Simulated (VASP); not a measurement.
Crystal: Mg2CdS3.

```
CELL_PARAMETERS angstrom
3.78241 0.00000 0.00000
0.00000 3.78241 0.00000
0.00000 0.00000 8.04303
ATOMIC_POSITIONS crystal
Mg 0.50000 0.50000 0.73655
Mg 0.00000 0.00000 0.26487
Cd 0.00000 0.00000 0.62175
S 0.50000 0.00000 0.99985
S 0.00000 0.50000 0.99985
S 0.50000 0.50000 0.37714
```

The cell was built by a generator and needn't be a form met in nature.

```yaml
Program: VASP 6.6.1
Task: relaxation of cell and atoms
Functional: PBE
Potentials_or_basis: VASP PAW PBE potentials, release 64 (Mg, Cd, S)
Cutoff: 520 eV
k_mesh: 4 × 4 × 2
Occupations: gaussian, width 0.15 eV
Spin: no spin polarisation
```

At the start: pressure -0.2 GPa; volume 19.18 Å³/atom.

Q: Where does the relaxation end?

A: Over 14 steps the energy falls by 76.5 meV/atom and the volume is 19.68 Å³/atom (+2.6 %); space group P4mm (No. 99, to 0.05 Å).

The path:
| step | energy change (eV) | largest force (eV/Å) | pressure (GPa) | volume (Å³) |
| --- | --- | --- | --- | --- |
| 1 | 0.0000 | 0.9365 | -0.23 | 115.07 |
| 2 | -0.0891 | 0.8971 | 0.08 | 114.62 |
| 3 | -0.2908 | 0.5391 | 1.43 | 113.27 |
| 4 | -0.0745 | 1.8611 | 6.19 | 110.60 |
| 5 | -0.3305 | 0.5324 | 2.28 | 112.67 |
| 6 | -0.4047 | 0.4266 | 0.73 | 116.87 |
| 7 | -0.4143 | 0.2816 | -1.51 | 122.00 |
| 8 | -0.4212 | 0.3311 | -0.96 | 120.28 |
| 9 | -0.4403 | 0.1980 | -0.71 | 119.87 |
| 10 | -0.4428 | 0.2847 | -0.58 | 119.64 |
| 11 | -0.4541 | 0.1653 | 0.12 | 117.91 |
| 12 | -0.4547 | 0.1029 | 0.73 | 116.97 |
| 13 | -0.4550 | 0.1201 | 0.58 | 117.27 |
| 14 | -0.4589 | 0.0682 | -0.04 | 118.06 |

Final structure:
```xyz
6
Lattice="3.8065 0.0000 0.0000 0.0000 3.8065 0.0000 0.0000 0.0000 8.1482" Properties=species:S:1:pos:R:3 pbc="T T T"
Mg    1.9032    1.9032    6.3339
Mg    0.0000    0.0000    1.8614
Cd    0.0000    0.0000    4.8125
S     1.9032    0.0000    0.0150
S     0.0000    1.9032    0.0150
S     1.9032    1.9032    3.2586
```

Caveat: the k mesh is coarse (spacing up to 0.42 Å⁻¹), so the values aren't converged.
